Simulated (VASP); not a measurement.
TiMoSe3:

```xyz
5
Lattice="5.0302 0.0000 0.0000 0.0000 5.0302 0.0000 0.0000 0.0000 4.5928" Properties=species:S:1:pos:R:3 pbc="T T T"
Ti    0.0000    0.0000    2.2964
Mo    2.5151    2.5151    2.2964
Se    0.0000    2.5151    2.2964
Se    2.5151    0.0000    2.2964
Se    0.0000    0.0000    0.0000
```

The cell was built by a generator and needn't be a form met in nature.

| Property | Result |
| --- | --- |
| Program | VASP 6.6.1 |
| Task | relaxation of cell and atoms |
| Functional | PBE |
| Potentials or basis | VASP PAW PBE potentials, release 64 (Ti_sv, Mo_sv, Se) |
| Cutoff | 520 eV |
| k mesh | 3 × 3 × 3 |
| Occupations | gaussian, width 0.15 eV |
| Spin | no spin polarisation |

At the start: pressure 6.9 GPa; volume 23.24 Å³/atom.

**Question.** How do energy, volume and symmetry change on relaxing?

**Answer.** Over 4 steps the energy falls by 60.2 meV/atom and the volume is 25.28 Å³/atom (+8.8 %); space group P4/mmm (No. 123, to 0.05 Å).

The path:
| step | energy change (eV) | largest force (eV/Å) | pressure (GPa) | volume (Å³) |
| --- | --- | --- | --- | --- |
| 1 | 0.0000 | 0.0000 | 6.87 | 116.21 |
| 2 | -0.2184 | 0.0000 | -3.34 | 133.70 |
| 3 | -0.2798 | 0.0000 | -0.77 | 127.53 |
| 4 | -0.3011 | 0.0000 | 0.37 | 126.40 |

Final structure:
```yaml
crystal:
  lattice:
    - [5.07274, 0.00000, 0.00000]
    - [0.00000, 5.07274, 0.00000]
    - [0.00000, 0.00000, 4.91195]
  atoms:
    - { symbol: Ti, position: [0.00000, 0.00000, 0.50000] }
    - { symbol: Mo, position: [0.50000, 0.50000, 0.50000] }
    - { symbol: Se, position: [0.00000, 0.50000, 0.50000] }
    - { symbol: Se, position: [0.50000, 0.00000, 0.50000] }
    - { symbol: Se, position: [0.00000, 0.00000, 0.00000] }
```

Caveat: the k mesh is coarse (spacing up to 0.46 Å⁻¹), so the values aren't converged.
